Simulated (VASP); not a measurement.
Calculation: PBE GGA with D3 dispersion (Becke-Johnson damping), VASP's PBE PAW potentials (set 64) (plane waves; VASP).

Input for VASP

INCAR:
```
# general
SYSTEM   =  SnO
PREC     =  Accurate
ENCUT    =  580   # plane-wave cut-off (eV)
LREAL    =  .FALSE.
LASPH    =  .TRUE.   # aspherical one-centre terms

# electronic loop
EDIFF    =  1E-6   # SCF stop (eV)
NELM     =  100   # most electronic steps
ALGO     =  Normal   # blocked Davidson
LMAXMIX  =  4   # l cut-off of mixed one-centre charges

# smearing
ISMEAR   =  0   # Gaussian
SIGMA    =  0.05

# functional
GGA      =  PE   # PBE
IVDW     =  12   # D3, Becke-Johnson

# ions
IBRION   =  2
NSW      =  60   # most ionic steps
ISIF     =  3
EDIFFG   =  -0.02

# output
LWAVE    =  .FALSE.
LCHARG   =  .FALSE.
```

KPOINTS:
```
Automatic
0
G
 5 5 4
0 0 0
```

POSCAR:
```
SnO
1.0
  3.8388160113   0.0000000000   0.0000000000
  0.0000000000   3.8388160113   0.0000000000
  0.0000000000   0.0000000000   4.7528783260
Sn O
2 2
direct
  0.5000000000   0.0000000000   0.7555134328
  0.0000000000   0.5000000000   0.2444865672
  0.5000000000   0.5000000000   0.0000000000
  0.0000000000   0.0000000000   0.0000000000
```

POTCAR, in this order: Sn_d O (PBE.64 set). Program: vasp_std.

Output of the run:

OUTCAR:
```
 ion  position               nearest neighbor table
   1  0.500  0.000  0.756-   3 2.24   4 2.24   3 2.24   4 2.24   2 3.57   2 3.57   2 3.57   2 3.57
                             2 3.64   2 3.64   2 3.64   2 3.64
   2  0.000  0.500  0.244-   3 2.24   4 2.24   4 2.24   3 2.24   1 3.57   1 3.57   1 3.57   1 3.57
                             1 3.64   1 3.64   1 3.64   1 3.64
   3  0.500  0.500  0.000-   1 2.24   2 2.24   1 2.24   2 2.24
   4  0.000  0.000  0.000-   1 2.24   2 2.24   2 2.24   1 2.24
  LATTYP: Found a simple tetragonal cell.
 ALAT       =     3.8388160113
 C/A-ratio  =     1.2381104778
 Subroutine PRICEL returns:
 Original cell was already a primitive cell.
 Subroutine GETGRP returns: Found 16 space group operations
The static configuration has the point symmetry D_2d.
 The point group associated with its full space group is D_4h.
The dynamic configuration has the point symmetry D_2d.
 Subroutine INISYM returns: Found 16 space group operations
 Subroutine IBZKPT returns following result:
 Found     18 irreducible k-points:

 Following reciprocal coordinates:
            Coordinates               Weight
  0.000000  0.000000  0.000000      1.000000
  0.200000  0.000000  0.000000      4.000000
  0.400000  0.000000  0.000000      4.000000
  0.200000  0.200000  0.000000      4.000000
  0.400000  0.200000  0.000000      8.000000
  0.400000  0.400000  0.000000      4.000000
  0.000000  0.000000  0.250000      2.000000
  0.200000  0.000000  0.250000      8.000000
  0.400000  0.000000  0.250000      8.000000
  0.200000  0.200000  0.250000      8.000000
  0.400000  0.200000  0.250000     16.000000
  0.400000  0.400000  0.250000      8.000000
  0.000000  0.000000  0.500000      1.000000
  0.200000  0.000000  0.500000      4.000000
  0.400000  0.000000  0.500000      4.000000
  0.200000  0.200000  0.500000      4.000000
  0.400000  0.200000  0.500000      8.000000
  0.400000  0.400000  0.500000      4.000000
...
```

OSZICAR:
```
       N       E                     dE             d eps       ncg     rms          rms(c)
DAV:   1     0.404870772005E+03    0.40487E+03   -0.22141E+04   880   0.272E+03
DAV:   2     0.269581571111E+02   -0.37791E+03   -0.37132E+03   968   0.596E+02
DAV:   3    -0.242969768174E+02   -0.51255E+02   -0.50707E+02  1008   0.191E+02
DAV:   4    -0.263427915944E+02   -0.20458E+01   -0.20426E+01  1008   0.424E+01
DAV:   5    -0.263992833783E+02   -0.56492E-01   -0.56484E-01  1112   0.701E+00    0.116E+01
DAV:   6    -0.227259027423E+02    0.36734E+01   -0.25279E+01  1440   0.529E+01    0.483E+00
DAV:   7    -0.227071740839E+02    0.18729E-01   -0.23464E+00  1024   0.100E+01    0.255E+00
DAV:   8    -0.227098010292E+02   -0.26269E-02   -0.57484E-01  1240   0.547E+00    0.103E+00
DAV:   9    -0.226880823356E+02    0.21719E-01   -0.16983E-01  1368   0.387E+00    0.260E-01
DAV:  10    -0.226903199560E+02   -0.22376E-02   -0.20161E-02  1256   0.124E+00    0.213E-01
DAV:  11    -0.226892927543E+02    0.10272E-02   -0.67513E-03  1360   0.759E-01    0.260E-02
DAV:  12    -0.226893712448E+02   -0.78490E-04   -0.69419E-04   904   0.165E-01    0.439E-02
DAV:  13    -0.226893568469E+02    0.14398E-04   -0.10456E-04  1336   0.114E-01    0.672E-03
DAV:  14    -0.226893569116E+02   -0.64666E-07   -0.78384E-06   968   0.234E-02
   1 F= -.23629227E+02 E0= -.23629227E+02  d E =-.236292E+02
```

File OUTCAR:
```
------------------------ aborting loop because EDIFF is reached ----------------------------------------
 Edisp (eV)   -0.93987
  FORCE on cell =-STRESS in cart. coord.  units (eV):
  Direction    XX          YY          ZZ          XY          YZ          ZX
  --------------------------------------------------------------------------------------
  Total      -0.02542    -0.02542    -0.04916     0.00000     0.00000     0.00000
  in kB      -0.58138    -0.58138    -1.12448     0.00000     0.00000     0.00000
  external pressure =       -0.76 kB  Pullay stress =        0.00 kB
  volume of cell :       70.04
      direct lattice vectors                 reciprocal lattice vectors
     3.838816011  0.000000000  0.000000000     0.260496986  0.000000000  0.000000000
     0.000000000  3.838816011  0.000000000     0.000000000  0.260496986  0.000000000
     0.000000000  0.000000000  4.752878326     0.000000000  0.000000000  0.210398822
 POSITION                                       TOTAL-FORCE (eV/Angst)
 -----------------------------------------------------------------------------------
      1.91941      0.00000      3.59086        -0.000000      0.000000      0.016340
      0.00000      1.91941      1.16201         0.000000      0.000000     -0.016340
      1.91941      1.91941      0.00000        -0.000000     -0.000000      0.000000
      0.00000      0.00000      0.00000        -0.000000      0.000000      0.000000
 -----------------------------------------------------------------------------------
    total drift:                                0.000000      0.000000      0.000000
  FREE ENERGIE OF THE ION-ELECTRON SYSTEM (eV)
  ---------------------------------------------------
  free  energy   TOTEN  =       -23.6292266010 eV

  energy  without entropy=      -23.6292266009  energy(sigma->0) =      -23.62922660

 reached required accuracy - stopping structural energy minimisation
```
(Selected blocks of OUTCAR.)

The compound is SnO in the litharge structure. It was relaxed first. The start is the result of an earlier pass.
